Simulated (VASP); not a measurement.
**ZnSe (relaxed from the zinc blende structure, space group F-43m): computed properties**

Level of theory: PBEsol GGA, VASP's PBE PAW potentials (set 64) (plane waves; VASP).

```
Item                                                                                                               Value
---------------------------------------------  -------------------------------------------------------------------------
space group                                                                                                  F-43m (216)
cell                                           a = 5.635 Å, b = 5.635 Å, c = 5.635 Å, α = 90.00°, β = 90.00°, γ = 90.00°
volume per atom                                                                                            22.36 Å³/atom
band gap (over mesh and band path)                                                                               1.24 eV
smallest direct gap (over mesh and band path)                                                                    1.24 eV
band-edge character                                                                                       direct, Γ to Γ
density                                                                                                       5.36 g/cm³
```

```cif
data_Se4Zn4
_chemical_formula_sum 'Zn4 Se4'
_space_group_name_H-M_alt 'F-43m'
_space_group_IT_number 216
_space_group_name_Hall 'F -4 2 3'
_cell_length_a 5.63469
_cell_length_b 5.63469
_cell_length_c 5.63469
_cell_angle_alpha 90.000
_cell_angle_beta 90.000
_cell_angle_gamma 90.000
loop_
_atom_site_label
_atom_site_type_symbol
_atom_site_symmetry_multiplicity
_atom_site_Wyckoff_symbol
_atom_site_fract_x
_atom_site_fract_y
_atom_site_fract_z
_atom_site_occupancy
Zn1 Zn 4 a 0.00000 0.00000 0.00000 1
Se1 Se 4 d 0.75000 0.75000 0.75000 1
```
(The calculation used a cell of 2 atoms; values per cell refer to that cell.)

The structure was generated: ZnSe was put into the zinc blende type (F-43m), which need not be its known phase. It was relaxed first. Symmetry was kept, so distortions that lower it aren't found.
